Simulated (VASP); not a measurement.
Crystal: MgSnO2.

```
CELL_PARAMETERS angstrom
-2.01338 2.01338 3.88822
2.01338 -2.01338 3.88822
2.01338 2.01338 -3.88822
ATOMIC_POSITIONS crystal
Mg 0.25000 0.75000 0.50000
Sn 0.50000 0.50000 0.00000
O 0.50785 0.00785 0.50000
O 0.99215 0.49215 0.50000
```

The cell was built by a generator and needn't be a form met in nature.

| Property | Result |
| --- | --- |
| Program | VASP 6.6.1 |
| Task | relaxation of cell and atoms |
| Functional | PBE |
| Potentials or basis | VASP PAW PBE potentials, release 64 (Mg, Sn_d, O) |
| Cutoff | 520 eV |
| k mesh | 5 × 5 × 5 |
| Occupations | gaussian, width 0.15 eV |
| Spin | no spin polarisation |

At the start: pressure 18.1 GPa; volume 15.76 Å³/atom.

Question: How do energy, volume and symmetry change on relaxing?

Answer: Over 18 steps the energy falls by 441.0 meV/atom and the volume is 21.28 Å³/atom (+35.0 %); space group I-4m2 (No. 119, to 0.05 Å).

Step by step:
```
step  energy change (eV)  largest force (eV/Å)  pressure (GPa)  volume (Å³)
   1              0.0000                0.7074           18.10        63.05
   2             -0.7357                1.4648           -3.91        80.61
   3             -0.7580                1.3081           -1.43        76.90
   4             -0.9229                0.7987            0.89        76.78
   5             -0.9379                0.3620            2.11        76.71
   6             -1.0177                0.0747            1.49        79.60
   7             -1.0379                0.7404            0.20        85.23
   8             -1.0507                0.4641            0.17        83.37
   9             -1.1100                0.2489           -0.59        84.68
  10             -1.2291                0.3180           -2.99        88.57
  11             -1.2613                1.1709           -7.25        96.21
  12             -1.2821                0.7127           -4.81        91.99
  13             -1.4157                0.7603           -4.04        90.97
  14             -1.7160                0.5015           -2.13        87.40
  15             -1.3160                1.2012            2.34        78.33
  16             -1.7602                0.1773           -0.50        85.64
  17             -1.7603                0.1495           -0.67        85.79
  18             -1.7639                0.0371           -0.17        85.13
```

Final structure:
```yaml
crystal:
  lattice:
    - [-2.05626, 2.05626, 5.03376]
    - [2.05626, -2.05626, 5.03376]
    - [2.05626, 2.05626, -5.03376]
  atoms:
    - { symbol: Mg, position: [0.25000, 0.75000, 0.50000] }
    - { symbol: Sn, position: [0.50000, 0.50000, 0.00000] }
    - { symbol: O, position: [0.43275, 0.93275, 0.50000] }
    - { symbol: O, position: [0.06725, 0.56725, 0.50000] }
```

Caveat: the k mesh is coarse (spacing up to 0.44 Å⁻¹), so the values aren't converged; the volume moved by over 15 % at a fixed basis, so the end points are rough; the relaxation stopped at a loose force limit of 0.08 eV/Å, so its end isn't a converged minimum.
